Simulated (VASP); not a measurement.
Given:

```
Ni3Si
1.0
    3.50506     0.00000     0.00000
    0.00000     3.59496     0.00000
    0.00000     0.00000     3.60590
Si Ni
1 3
Direct
  0.00000   0.00000   0.00000
  0.00000   0.50000   0.50000
  0.50000   0.00000   0.50000
  0.52355   0.50000   0.00000
```

Method: PBE GGA, VASP's PBE PAW potentials (set 64) (plane waves; VASP 6.6.1). Settings: 400 eV cut-off, 8×8×8 Γ-centred mesh, second-order Methfessel-Paxton smearing of 0.20 eV, potentials Si Ni.

**Question.** Give the force on each atom (eV/Å).

**Answer.** 
```csv
atom,Fx,Fy,Fz
Si1,0.176,0.000,0.000
Ni2,0.441,0.000,0.000
Ni3,-0.034,0.000,0.000
Ni4,-0.583,0.000,0.000
```

**Question.** Give the stress tensor in GPa (positive for a compressed cell).

**Answer.** 
```
 -7.68    0.00    0.00
  0.00  -10.87    0.00
  0.00    0.00  -11.07
```
The pressure is its mean diagonal, -9.87 GPa.

The compound is Ni3Si in the L1_2 structure. The cell was not relaxed at this level, atoms are displaced from their ideal sites. The run is one of a series of settings (ISMEAR = 2, SIGMA = 0.2 against the base run), some of them coarse on purpose. The run is not spin-polarised, so no magnetic state was tried.
